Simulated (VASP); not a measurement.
Here is the system:

```
MgS
1.0
    0.00000     2.61924     2.61924
    2.61924     0.00000     2.61924
    2.61924     2.61924     0.00000
Mg S
1 1
Cartesian
  0.00000   0.00000   0.00000
  2.61924   2.61924   2.61924
```

These are PBE GGA, VASP's PBE PAW potentials (set 64) (plane waves; VASP) values and carry that method's errors. Run with 300 eV cut-off, 7×7×7 Γ-centred mesh, Fermi-Dirac smearing of 0.020 eV, potentials Mg S.

Give the energies of bands 2 to 7 at the high-symmetry points, in eV from the valence-band maximum.

| band | Γ | X | U | L | W |
|---|---|---|---|---|---|
| 2 | 0.00 | -4.09 | -3.60 | -4.72 | -3.14 |
| 3 | 0.00 | -1.64 | -3.11 | -0.57 | -3.14 |
| 4 | 0.00 | -1.64 | -1.32 | -0.57 | -2.30 |
| 5 | 3.55 | 2.73 | 3.88 | 4.52 | 5.17 |
| 6 | 7.98 | 4.46 | 6.68 | 6.89 | 7.93 |
| 7 | 7.98 | 11.80 | 9.62 | 6.89 | 7.93 |

The gap is indirect, 2.73 eV, from the valence maximum at Γ to the conduction minimum at X.

The structure comes from a computed database's MgS entry; how it stands against other phases isn't given here. The cell was not relaxed at this level.
